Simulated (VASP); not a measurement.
Output of a VASP run:

File OSZICAR:
```
       N       E                     dE             d eps       ncg     rms          rms(c)
DAV:   1     0.498957008187E+02    0.49896E+02   -0.31221E+03   752   0.805E+02
DAV:   2     0.284996976052E+01   -0.47046E+02   -0.46529E+02  1000   0.127E+02
DAV:   3    -0.957274711762E+00   -0.38072E+01   -0.38063E+01   808   0.430E+01
DAV:   4    -0.995781371591E+00   -0.38507E-01   -0.38512E-01  1408   0.522E+00
DAV:   5    -0.995790311815E+00   -0.89402E-05   -0.89396E-05   944   0.590E-02    0.150E-01
DAV:   6    -0.994119889931E+00    0.16704E-02   -0.23973E-03  1224   0.267E-01    0.872E-02
DAV:   7    -0.993561334257E+00    0.55856E-03   -0.30459E-03   880   0.300E-01    0.387E-02
DAV:   8    -0.993586737647E+00   -0.25403E-04   -0.56596E-05  1208   0.643E-02    0.385E-03
DAV:   9    -0.993587655994E+00   -0.91835E-06   -0.11489E-06  1240   0.635E-03    0.224E-03
DAV:  10    -0.993587855033E+00   -0.19904E-06   -0.33123E-07  1120   0.329E-03    0.284E-04
DAV:  11    -0.993587857687E+00   -0.26532E-08   -0.21616E-09   704   0.304E-04
   1 F= -.99358786E+00 E0= -.99358786E+00  d E =0.000000E+00
```

File OUTCAR:
```
------------------------ aborting loop because EDIFF is reached ----------------------------------------
  FORCE on cell =-STRESS in cart. coord.  units (eV):
  Direction    XX          YY          ZZ          XY          YZ          ZX
  --------------------------------------------------------------------------------------
  Total        0.0045120      0.0045120      0.0045120      0.0000000      0.0000000      0.0000000
  in kB        0.0761256      0.0761256      0.0761256      0.0000000      0.0000000      0.0000000
  external PRESSURE =       0.0761256 kB  Pullay stress =       0.0000000 kB
  volume of cell :       94.96
      direct lattice vectors                 reciprocal lattice vectors
    -2.874063961  2.874063961  2.874063961     0.000000000  0.173969684  0.173969684
     2.874063961 -2.874063961  2.874063961     0.173969684  0.000000000  0.173969684
     2.874063961  2.874063961 -2.874063961     0.173969684  0.173969684  0.000000000
 POSITION                                       TOTAL-FORCE (eV/Angst)
 -----------------------------------------------------------------------------------
      0.00000      0.00000      0.00000        -0.000000      0.000000     -0.000000
 -----------------------------------------------------------------------------------
    total drift:                               -0.000000     -0.000000     -0.000000
  FREE ENERGIE OF THE ION-ELECTRON SYSTEM (eV)
  ---------------------------------------------------
  free  energy   TOTEN  =        -0.9935878577 eV

  energy  without entropy=       -0.9935878577  energy(sigma->0) =       -0.99358786

 total charge

# of ion       s       p       d       tot
------------------------------------------
    1        1.856   4.653   0.016   6.525
```
(Selected blocks of OUTCAR.)

### POSCAR
```
Cs
1
   -2.8740639606     2.8740639606     2.8740639606
    2.8740639606    -2.8740639606     2.8740639606
    2.8740639606     2.8740639606    -2.8740639606
Cs
1
Direct
  0.0000000000   0.0000000000   0.0000000000
```

**Question.** Reconstruct the remaining input files.

**Answer.** One answer among several that fit: the input of the run itself, LDA (Ceperley-Alder, Perdew-Zunger), plane waves, VASP's LDA PAW potentials (set 64).

### KPOINTS
```
Automatic mesh
0
Gamma
10 10 10
0 0 0
```

### INCAR
```
! general
SYSTEM =Cs
PREC   =Accurate
ENCUT  =520
LREAL  =F
LASPH  =T

! electronic loop
EDIFF  =1E-7
NELM   =100
ALGO   =Normal
LMAXMIX=4

! smearing
ISMEAR =-5

! ions
ISIF   =2

! output
LWAVE  =F
LCHARG =T
LORBIT =11
NEDOS  =601
```

POTCAR, in this order: Cs_sv (LDA.64 set). Program: vasp_std.

For a metal the tetrahedron method with Blöchl corrections gives inexact stress and forces.

The compound is Cs in the bcc structure. It was relaxed first, which changed the volume by -16 %.
